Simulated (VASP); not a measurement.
Method: r2SCAN meta-GGA, VASP's PBE PAW potentials (set 64) (plane waves; VASP 6.6.1).

Input for VASP

**POSCAR**
```
MgO
1
    0.0000000000     2.1078869265     2.1078869265
    2.1078869265     0.0000000000     2.1078869265
    2.1078869265     2.1078869265     0.0000000000
Mg O
1 1
Direct
  0.0000000000   0.0000000000   0.0000000000
  0.5000000000   0.5000000000   0.5000000000
```

**INCAR**
```
! general
SYSTEM  = MgO
PREC    = Accurate
ENCUT   = 600   ! plane-wave cut-off (eV)
LREAL   = .FALSE.   ! projection in real space or not
LASPH   = .TRUE.   ! aspherical one-centre terms

! electronic loop
EDIFF   = 1E-7   ! SCF stop (eV)
NELM    = 100   ! most electronic steps
ALGO    = Normal   ! blocked Davidson
LMIXTAU = .TRUE.

! smearing
ISMEAR  = 0
SIGMA   = 0.05

! functional
METAGGA = R2SCAN

! ions
ISIF    = 2   ! forces and stress, cell fixed

! output
LWAVE   = .FALSE.
LCHARG  = .FALSE.
```

**KPOINTS**
```
Automatic mesh
0
Gamma
10 10 10
0 0 0
```

POTCAR, in this order: Mg O (PBE.64 set). Program: vasp_std.

What VASP printed:

OSZICAR:
```
       N       E                     dE             d eps       ncg     rms          rms(c)
DAV:   1     0.925921207860E+01    0.92592E+01   -0.52495E+03   872   0.103E+03
DAV:   2    -0.194047496345E+02   -0.28664E+02   -0.28030E+02   864   0.155E+02
DAV:   3    -0.198505096851E+02   -0.44576E+00   -0.44576E+00  1000   0.213E+01
DAV:   4    -0.198510998536E+02   -0.59017E-03   -0.59017E-03   944   0.751E-01
DAV:   5    -0.198511006229E+02   -0.76927E-06   -0.76927E-06  1080   0.232E-02    0.681E+00
DAV:   6    -0.159517486921E+02    0.38994E+01   -0.50000E+00   752   0.157E+01    0.200E+00
DAV:   7    -0.163065286202E+02   -0.35478E+00   -0.12565E+00   760   0.968E+00    0.193E+00
DAV:   8    -0.160639101949E+02    0.24262E+00   -0.19696E+00   752   0.125E+01    0.195E+00
DAV:   9    -0.160928123200E+02   -0.28902E-01   -0.63778E-01   752   0.679E+00    0.444E-01
DAV:  10    -0.161630103799E+02   -0.70198E-01   -0.49606E-02   752   0.233E+00    0.148E-01
DAV:  11    -0.161632721190E+02   -0.26174E-03   -0.46721E-04  1032   0.231E-01    0.106E-01
DAV:  12    -0.161633130974E+02   -0.40978E-04   -0.40436E-04   800   0.218E-01    0.601E-02
DAV:  13    -0.161633177641E+02   -0.46667E-05   -0.64884E-04   800   0.283E-01    0.441E-03
DAV:  14    -0.161634315672E+02   -0.11380E-03   -0.38626E-05   752   0.104E-01    0.265E-03
DAV:  15    -0.161634188134E+02    0.12754E-04   -0.17016E-06   840   0.175E-02    0.360E-03
DAV:  16    -0.161634286220E+02   -0.98086E-05   -0.12267E-06   896   0.104E-02    0.588E-04
DAV:  17    -0.161634271972E+02    0.14248E-05   -0.11937E-07   784   0.592E-03    0.182E-04
DAV:  18    -0.161634280819E+02   -0.88470E-06   -0.34872E-09   440   0.812E-04    0.639E-05
DAV:  19    -0.161634277997E+02    0.28213E-06   -0.11999E-09   456   0.433E-04    0.194E-05
DAV:  20    -0.161634280918E+02   -0.29211E-06   -0.39340E-10   416   0.245E-04    0.126E-05
DAV:  21    -0.161634280910E+02    0.83338E-09   -0.18898E-11   424   0.701E-05
   1 F= -.16163428E+02 E0= -.16163428E+02  d E =-.668073E-14
```

File OUTCAR:
```
------------------------ aborting loop because EDIFF is reached ----------------------------------------
  FORCE on cell =-STRESS in cart. coord.  units (eV):
  Direction    XX          YY          ZZ          XY          YZ          ZX
  --------------------------------------------------------------------------------------
  Total       -0.3146174     -0.3146174     -0.3146174      0.0000000     -0.0000000      0.0000000
  in kB      -26.9104781    -26.9104781    -26.9104781      0.0000000     -0.0000000      0.0000000
  external PRESSURE =     -26.9104781 kB  Pullay stress =       0.0000000 kB
  volume of cell :       18.73
      direct lattice vectors                 reciprocal lattice vectors
     0.000000000  2.107886926  2.107886926    -0.237204375  0.237204375  0.237204375
     2.107886926  0.000000000  2.107886926     0.237204375 -0.237204375  0.237204375
     2.107886926  2.107886926  0.000000000     0.237204375  0.237204375 -0.237204375
  FREE ENERGIE OF THE ION-ELECTRON SYSTEM (eV)
  ---------------------------------------------------
  free  energy   TOTEN  =       -16.1634280910 eV

  energy  without entropy=      -16.1634280910  energy(sigma->0) =      -16.16342809
```
(Selected blocks of OUTCAR.)

The compound is MgO in the rock salt structure. This cell was strained or had an atom moved on purpose.
